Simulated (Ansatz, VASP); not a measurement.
# Cross-check of Ag (Ag wire along [110], 3 atoms a period) between VASP and Ansatz

Aim: how closely do two programs agree when they are given the same cell, functional and k mesh? The structure shown is the end of the Ansatz relaxation below.

Main program and level: Ansatz 0.2.0; plane waves, with VASP 6.6.1 beside it; single point at PBE.

## 1. The starting structure

The cell holds 3 atoms: 3 Ag. Its edges and angles: a = 8.875 Å, b = 9.734 Å, c = 2.737 Å, α = 90.0°, β = 90.0°, γ = 90.0°. Vacuum lies along a and b. The structure's axis is c.

## 2. Ansatz: relaxation, PBE

Ansatz runs on its default PAW (the set named soft_2) files.

This run makes the geometry at which the two programs are then compared.

The input, input.yaml:

```yaml
crystal:
  lattice:
    - [8.875, 0.0, 0.0]
    - [0.0, 9.734, 0.0]
    - [0.0, 0.0, 2.9344931419]
  atoms:
    - { symbol: Ag, position: [0.383098592, 0.650759517, 0.0] }
    - { symbol: Ag, position: [0.383098592, 0.349291144, 0.0] }
    - { symbol: Ag, position: [0.616901408, 0.500025331, 0.5] }
kpoints:
  mp_grid: { grid: [1, 1, 28] }
scf:
  occupations: { method: fermi_dirac, width: 0.05 }
hamiltonian:
  xc: pbe
relax:
  cell: { fix: [a, b, alpha, beta, gamma] }
  max_steps: 60
```

Command:

```
$ ansatz run input.yaml --threads 16 --pin off --max-ram 61440MiB --backend cuda --events-out ev --progress --plain --runs-dir out
```

Numbers of over 12 decimals in the logs are rounded to 6 here.

What it wrote:

```text
Engine: ansatz 0.2.0, aarch64-unknown-linux-gnu
Pseudopotentials: kind: paw
Pseudopotential: Ag, paw, valence charge 19, recommended cutoff 420 eV (normal), Ag.paw.azcp
Functional definition: PBE
  parameter kappa = 0.804
  parameter beta = 0.066725
  exchange = pbe_x(kappa = kappa, mu = beta*pi^2/3)
  correlation = pbe_c(beta = beta)
[...]
Crystal: 3 atoms, lattice volume = 253.509 Å³
Basis set: ecut = 420 eV, 4921 PW (Γ), exchange–correlation on 120×144×40 points (8 copies of the dense FFT grid, shifted against one another)
Bands: 35, of which v1, the nominal top of the filled ones, is band 29 counted from 1 (28 counted from 0)
Symmetry: 4 space group operations
Space group: Pmm2 (ITA 25), of the structure as read, at distance tolerance 6.3e-5 Å
k-points: 15 of 28
Non-local potential: Ag, projectors of the file, l = 0: 3, l = 1: 2, l = 2: 2, l = 3: 1
PAW form: soft (Blöchl's): semilocal exchange-correlation on the pseudo side does not see the compensation charge
PAW one-centre angular grid: Ag, 590 points (default); XC on 64 Gauss nodes
Initial density: superposition of atomic densities (neutral atoms: chi_scale 0, normalization atom), corrected by the library's trained network
Initial wavefunctions: pseudopotential atomic-orbital guess
[...]
Functional: x = pbe(κ = 0.804, μ = 0.219515), c = pbe(β = 0.066725)
SCF iter   1: F=—  HF=-22768.832737 eV  |F-HF|=—  |Δ(HF+E_count)|=         —  Δρ=1.47e-3  dr2=1.97e-2  ethr=1.77e-3  ⟨swp⟩=6.7  Hψ=2264  notcnv=0
preconditioner: auto → LDOS  [insulator: Δε(μ)=0.132 eV  Ē_g=7.143 eV  σ=0.050 eV  W_gap=0.56  n_scr=32 (ndim 8)  ℏωp=13.4 eV  f_vac=0.652  D(μ)=2.05/eV (n_scr^D=8)  ε∞_Penn≈4.5  β→1.0]
SCF iter   2: F=—  HF=-22768.832108 eV  |F-HF|=—  |Δ(HF+E_count)|=   6.29e-4  Δρ=1.55e-3  dr2=8.40e-3  ethr=3.46e-5  ⟨swp⟩=2.7  Hψ=983  notcnv=0  defer=17
[...]
SCF iter   8: F=-22768.831459 eV  HF=-22768.831459 eV  |F-HF|=2.25e-9  |Δ(HF+E_count)|=   1.25e-8  Δρ=2.58e-6  dr2=2.68e-8  ethr=1.75e-10  ⟨swp⟩=4.1  Hψ=1698  notcnv=0
SCF 1 converged in 8 iterations: F = -22768.831459 eV  dr2 = 2.68e-8
  greatest PAW one-centre occupation: 1.000 electrons in one spin orbital (limit 2), on the Ag atom at site 2 (counted from 0), in its partial waves of l = 0
relax step   1: F+E_penalty+E_count = -22768.83145910 eV  Δ(F+E_penalty+E_count) = +0.000e0 eV  max|allowed force component| = 5.755e-1 eV/Å  Δτ_max = 0.0000 Å  P = -1.187 GPa  Ω = 253.509 Å³  fix = [a, b, alpha, beta, gamma]  reactions: a -0.666, b -0.427 GPa  (8 SCF iters, dr2 threshold 1.00e-7 eV, accepted)
[...]
relax step   2: F+E_penalty+E_count = -22768.99463298 eV  Δ(F+E_penalty+E_count) = -1.632e-1 eV  max|allowed force component| = 1.252e-1 eV/Å  Δτ_max = 0.0761 Å  P = -0.084 GPa  Ω = 242.408 Å³  energy of the carried Pulay correction = +1.087e-3 eV  fix = [a, b, alpha, beta, gamma]  reactions: a +0.261, b +0.320 GPa  (7 SCF iters, dr2 threshold 3.00e-7 eV, accepted)
[...]
relax step   3: F+E_penalty+E_count = -22769.01527585 eV  Δ(F+E_penalty+E_count) = -2.064e-2 eV  max|allowed force component| = 1.004e-1 eV/Å  Δτ_max = 0.0212 Å  P = +0.258 GPa  Ω = 235.368 Å³  energy of the carried Pulay correction = +1.821e-3 eV  fix = [a, b, alpha, beta, gamma]  reactions: a +0.245, b +0.217 GPa  (5 SCF iters, dr2 threshold 3.00e-7 eV, accepted)
[...]
relax step   4: F+E_penalty+E_count = -22769.01717344 eV  Δ(F+E_penalty+E_count) = -1.898e-3 eV  max|allowed force component| = 1.856e-2 eV/Å  Δτ_max = 0.0107 Å  P = +0.094 GPa  Ω = 236.536 Å³  energy of the carried Pulay correction = +1.697e-3 eV  fix = [a, b, alpha, beta, gamma]  reactions: a +0.135, b +0.150 GPa  (5 SCF iters, dr2 threshold 3.00e-7 eV, accepted)
[...]
relax step   5: F+E_penalty+E_count = -22769.01732988 eV  Δ(F+E_penalty+E_count) = -1.564e-4 eV  max|allowed force component| = 4.246e-3 eV/Å  Δτ_max = 0.0068 Å  P = +0.087 GPa  Ω = 236.442 Å³  energy of the carried Pulay correction = +1.707e-3 eV  fix = [a, b, alpha, beta, gamma]  reactions: a +0.113, b +0.151 GPa  (6 SCF iters, dr2 threshold 2.15e-8 eV, accepted)
[...]
relax step   6: F+E_penalty+E_count = -22769.01546610 eV  Δ(F+E_penalty+E_count) = +1.864e-3 eV  max|allowed force component| = 4.205e-3 eV/Å  Δτ_max = 0.0000 Å  P = +0.088 GPa  Ω = 236.442 Å³  fix = [a, b, alpha, beta, gamma]  reactions: a +0.114, b +0.151 GPa  stress off target by 2.63e-3 GPa on what of the cell is left free  SCF on the basis re-selected at this cell (its energy is not comparable with the rows above)  (7 SCF iters)
basis re-selected at this cell: Δ(F+E_penalty+E_count) = +1.864e-3 eV, ΔP = +0.000 GPa vs the last step (what re-selecting the basis moved, of the pressure what is left beyond the Pulay correction that the steps carried, after the strain that the cell walked since its last selection, with what the two solves' SCF thresholds leave and, on support functions, any second-order correction that the steps lacked; it is no m [...]
SCF converged after 7 iterations
Free energy (F): -22769.015466 eV
Harris-Foulkes:  -22769.015466 eV  (|F-HF|=1.09e-11)
Internal energy: -22769.004873 eV  (E = F + TS)
E sigma→0 (E₀):  -22769.010169 eV
Entropy (-TS):   -0.010594 eV (-3.531 meV/atom)
Fermi energy:    0.265312 eV
--- Per-component energies (eV) ---
  E_band       = -1639.416329
  E_kinetic    = 1583.356344
  E_local      = -22792.454736  (includes V_loc(G=0)·N_el)
  E_nonlocal   = 242.890922
  E_hartree    = 10633.780419
  E_xc         = -550.773172
  E_vxc        = -699.074813  (∫ρ·V_xc dr)
  E_paw        = -11710.012160  (= ΣΔE_a)
  E_vpaw       = -1241.696044  (= ΣTr[D̂ρ^β])
  E_aug_tail   = 0.000928  (compensation charges beyond the density's cutoff)
  E_ewald      = -175.793418
  E_smearing   = -0.010594  (= −TS)
  E_closure    = -0.000000  (closes the sum)
  Σ components = -22769.015466   (vs F -22769.015466, Δ=0.00e0)
--- Forces (eV/Å), atoms counted from 1 ---
  atom   1  Ag    -0.00020548    -0.00420488    -0.00000000
  atom   2  Ag    -0.00020548     0.00420488    -0.00000000
  atom   3  Ag     0.00040858     0.00000000     0.00000000
  max |Σ_I F_I| component: 2.38e-6 eV/Å
--- Stress (GPa, compression-positive) ---
        0.113836      -0.000000       0.000000
        0.000000       0.151475       0.000000
        0.000000       0.000000      -0.002630
  P = ⅓ Tr σ = 0.0876 GPa (0.876 kbar)
--- Band table (eV; the first three rows and the last of 15) ---
  k-point 0: bands = [... 25 lower, -2.4829, -2.3609, -2.3283, -0.5410, -0.1689, 1.8985, 2.5804, 2.6488, ... 2 higher]
  k-point 1: bands = [... 25 lower, -2.5039, -2.3823, -2.3448, -0.5132, -0.1381, 1.9426, 2.6166, 2.6932, ... 2 higher]
  k-point 2: bands = [... 25 lower, -2.5642, -2.4414, -2.3887, -0.4319, -0.0479, 2.0715, 2.7235, 2.8235, ... 2 higher]
  k-point 14: bands = [... 25 lower, -2.4384, -2.0660, 2.0155, 2.2256, 4.0212, 5.0955, 5.5804, 5.6446, ... 2 higher]
--- Relaxed structure (5 steps of the walk, 5 accepted, 1 SCFs on fresh bases) ---
  F+E_penalty+E_count = -22769.01546610 eV   max|allowed force component| = 4.205e-3 eV/Å   (the final SCF, on the basis selected at the relaxed cell)
  cell:  # Å, volume = 236.4416 Å³
    - [8.875, 0, 0]
    - [0, 9.734, 0]
    - [0, 0, 2.736933]
  atoms:
    - { symbol: Ag, position: [0.385212, 0.647461, -3.5481869396254807e-19] }
    - { symbol: Ag, position: [0.385212, 0.352590, -3.5481869396255775e-19] }
    - { symbol: Ag, position: [0.612675, 0.500025, 0.500000] }
```

## 3. VASP: single point, PBE

The same cell, functional, mesh and smearing now go to VASP, with its own data sets.

Lines of VASP's logs that name or quote its potential files are left out, and so is its time.

The input, INCAR:

```
SYSTEM = Ag
PREC = Accurate
ENCUT = 500
EDIFF = 1E-06
NELM = 120
ISMEAR = -1
SIGMA = 0.05
LREAL = .FALSE.
ALGO = Normal
GGA = PE
NBANDS = 22
LASPH = .TRUE.
LORBIT = 11
LWAVE = .FALSE.
LCHARG = .FALSE.
ISIF = 2
GGA_COMPAT = .FALSE.
```

The input, POSCAR:

```
Ag
1.0
    8.8750000000      0.0000000000      0.0000000000
    0.0000000000      9.7340000000      0.0000000000
    0.0000000000      0.0000000000      2.7369329878
Ag
3
Direct
    0.3852120372      0.6474605327      0.0000000000
    0.3852120372      0.3525901287      0.0000000000
    0.6126745176      0.5000253307      0.5000000000
```

The input, KPOINTS:

```
Automatic mesh
0
Gamma
1 1 28
0 0 0
```

PAW data sets: Ag (PBE family, release 64).

Command:

```
$ mpirun -np 1 vasp_std
```

What it wrote:

```text
[banner, memory and clock lines left out]
running    1 mpi-ranks, on    1 nodes
 distrk:  each k-point on    1 cores,    1 groups
 distr:  one band on    1 cores,    1 groups

 POSCAR found type information on POSCAR Ag
 POSCAR found :  1 types and       3 ions
 LDA part: xc-table for (Slater+PW92), standard interpolation
 POSCAR, INCAR and KPOINTS ok, starting setup
 FFT: planning ... GRIDC
 FFT: planning ... GRID_SOFT
 FFT: planning ... GRID
 WAVECAR not read
 entering main loop
       N       E                     dE             d eps       ncg     rms          rms(c)
DAV:   1     0.183922821499E+03    0.18392E+03   -0.12426E+04   660   0.112E+03
DAV:   2     0.347015080075E+01   -0.18045E+03   -0.16615E+03   778   0.226E+02
DAV:   3    -0.576776537536E+01   -0.92379E+01   -0.90487E+01   720   0.514E+01
DAV:   4    -0.589843692361E+01   -0.13067E+00   -0.13061E+00   716   0.645E+00
DAV:   5    -0.590036896901E+01   -0.19320E-02   -0.19319E-02   812   0.811E-01    0.548E+00
DAV:   6    -0.555157007640E+01    0.34880E+00   -0.12283E+00   732   0.879E+00    0.362E+00
DAV:   7    -0.553259352338E+01    0.18977E-01   -0.64815E-02   732   0.157E+00    0.180E+00
DAV:   8    -0.552944064156E+01    0.31529E-02   -0.57934E-03   744   0.577E-01    0.151E-01
DAV:   9    -0.552915776042E+01    0.28288E-03   -0.52459E-04   744   0.276E-01    0.506E-02
DAV:  10    -0.552900943453E+01    0.14833E-03   -0.20623E-04   714   0.969E-02    0.251E-02
DAV:  11    -0.552887599885E+01    0.13344E-03   -0.32608E-04   702   0.796E-02    0.150E-02
DAV:  12    -0.552889284157E+01   -0.16843E-04   -0.98547E-06   762   0.418E-02    0.875E-03
DAV:  13    -0.552893301651E+01   -0.40175E-04   -0.76700E-06   658   0.171E-02    0.282E-03
DAV:  14    -0.552895743719E+01   -0.24421E-04   -0.12895E-06   516   0.550E-03    0.179E-03
DAV:  15    -0.552897289691E+01   -0.15460E-04   -0.15807E-06   556   0.382E-03    0.766E-04
DAV:  16    -0.552897409229E+01   -0.11954E-05   -0.20560E-07   494   0.172E-03    0.399E-04
DAV:  17    -0.552897408235E+01    0.99421E-08   -0.27618E-08   456   0.860E-04
   1 F= -.55289741E+01 E0= -.55236997E+01  d E =-.105488E-01
```

OUTCAR, selected parts (step 3):

```text
ion  position               nearest neighbor table
   1  0.385  0.647  0.000-   3 2.83   3 2.83   2 2.87
   2  0.385  0.353  0.000-   3 2.83   3 2.83   1 2.87
   3  0.613  0.500  0.500-   2 2.83   2 2.83   1 2.83   1 2.83

  LATTYP: Found a simple orthorhombic cell.
 ALAT       =     2.7369329878
 B/A-ratio  =     3.2426807816
 C/A-ratio  =     3.5565357440

 Subroutine GETGRP returns: Found  4 space group operations
 (whereof  2 operations were pure point group operations)

The static configuration has the point symmetry C_1h.
 The point group associated with its full space group is C_2v.

 Found     15 irreducible k-points:

   k-points           NKPTS =     15   k-points in BZ     NKDIM =     15   number of bands    NBANDS=     22

   dimension x,y,z NGX =    70 NGY =   72 NGZ =   20
   dimension x,y,z NGXF=   140 NGYF=  144 NGZF=   40

   ENCUT  =  500.0 eV  36.75 Ry    6.06 a.u.  16.18 17.75  4.99*2*pi/ulx,y,z

   NELECT =      33.0000    total number of electrons

 k-points in reciprocal lattice and weights: Automatic mesh
   0.00000000  0.00000000  0.00000000       0.036
   0.00000000  0.00000000  0.03571429       0.071
   0.00000000  0.00000000  0.07142857       0.071
   0.00000000  0.00000000  0.10714286       0.071
   0.00000000  0.00000000  0.14285714       0.071
   0.00000000  0.00000000  0.17857143       0.071
   0.00000000  0.00000000  0.21428571       0.071
   0.00000000  0.00000000  0.25000000       0.071
   0.00000000  0.00000000  0.28571429       0.071
[...]
0.00000000  0.00000000  0.46428571       0.071
   0.00000000  0.00000000  0.50000000       0.036

 average (electrostatic) potential at core
       1 -80.1884       2 -80.1884       3 -80.3819

 E-fermi :  -1.6687

 k-point     1 :       0.0000    0.0000    0.0000
  band No.  band energies     occupation
    ...
     14      -4.4309      2.00000
     15      -4.3112      2.00000
     16      -4.2792      2.00000
     17      -2.4741      2.00000
     18      -2.1034      1.99967
     19      -0.0321      0.00000
     20       0.6488      0.00000
     21       0.7185      0.00000
     22       3.2041      0.00000

 k-point     2 :       0.0000    0.0000    0.0357
  band No.  band energies     occupation
    ...
     14      -4.4518      2.00000
     15      -4.3324      2.00000
     16      -4.2956      2.00000
     17      -2.4463      2.00000
     18      -2.0727      1.99938
     19       0.0119      0.00000
     20       0.6849      0.00000
     21       0.7628      0.00000
     22       3.2336      0.00000

 k-point     3 :       0.0000    0.0000    0.0714
  band No.  band energies     occupation
    ...
     14      -4.5118      2.00000
     15      -4.3912      2.00000
     16      -4.3388      2.00000
     17      -2.3651      2.00000
     18      -1.9826      1.99626
     19       0.1406      0.00000
     20       0.7917      0.00000
     21       0.8928      0.00000
     22       3.3220      0.00000

  Total        0.1437917      0.1990865     -0.0396200      0.0000000      0.0000000      0.0000000
  in kB        0.9743622      1.3490515     -0.2684734      0.0000000      0.0000000      0.0000000
  external PRESSURE =       0.6849801 kB  Pullay stress =       0.0000000 kB

  energy-cutoff  :      500.00
  volume of cell :      236.44
      direct lattice vectors                 reciprocal lattice vectors
     8.875000000  0.000000000  0.000000000     0.112676056  0.000000000  0.000000000
     0.000000000  9.734000000  0.000000000     0.000000000  0.102732690  0.000000000
     0.000000000  0.000000000  2.736932988     0.000000000  0.000000000  0.365372482

 POSITION                                       TOTAL-FORCE (eV/Angst)
 -----------------------------------------------------------------------------------
      3.41876      6.30238      0.00000         0.002726     -0.008844      0.000000
      3.41876      3.43211      0.00000         0.002726      0.008844      0.000000
      5.43749      4.86725      1.36847        -0.005451      0.000000      0.000000
 -----------------------------------------------------------------------------------
    total drift:                                0.000026     -0.000002     -0.000001

  FREE ENERGIE OF THE ION-ELECTRON SYSTEM (eV)
  ---------------------------------------------------
  free  energy   TOTEN  =        -5.5289740823 eV

  energy  without entropy=       -5.5184252821  energy(sigma->0) =       -5.52369968

 total charge
# of ion       s       p       d       tot
------------------------------------------
    1        0.437   0.140   9.227   9.803
    2        0.437   0.140   9.227   9.803
    3        0.433   0.174   9.212   9.819
--------------------------------------------------
tot          1.306   0.453  27.667  29.426

[... 3 further parts left out ...]
```

This run has no spin polarisation. Its electron count is odd, so without a moment it is a metal by construction.

## 4. Comparison

Known differences besides the potentials themselves: the data sets hold 57 valence electrons in Ansatz (on its default PAW (the set named soft_2) files) and 33 in VASP; the cutoff is 420 eV in Ansatz and 500 eV in VASP; Ansatz's pressure holds a Pulay correction, VASP's none. Total energies have different zeros and are not compared.

Compared:

| quantity | Ansatz | VASP | difference |
| --- | --- | --- | --- |
| pressure (GPa) | 0.09 | 0.07 | +0.02 |

At this near-relaxed geometry the largest component of a force difference is 6 meV/Å.

## 5. Outcome

```yaml
difference_in_pressure_single_point_pbe: 0.019 GPa
```

In words: The difference in pressure is 0.019 GPa (single point, PBE), within the 1 GPa picked in this series as the mark of a large difference. The data sets hold unlike numbers of valence electrons (57 in Ansatz and 33 in VASP), so part of the differences comes from the potentials. Such differences can come from data sets, numerical settings and the points named under the comparisons, not from the functional's error against experiment.

[Lines on the potential files, build, host, timing and source positions are cut from VASP's logs without a mark.]

[Logs are printed without paths, hosts, clocks, repeated set-up lines and the standing remarks that a program may print on its own settings, such as how far it seeks lower states.]

[Hosts, paths, dates, database ids (printed as entryN), source tags and the programs' standing remarks are cut or masked in the printed files.]
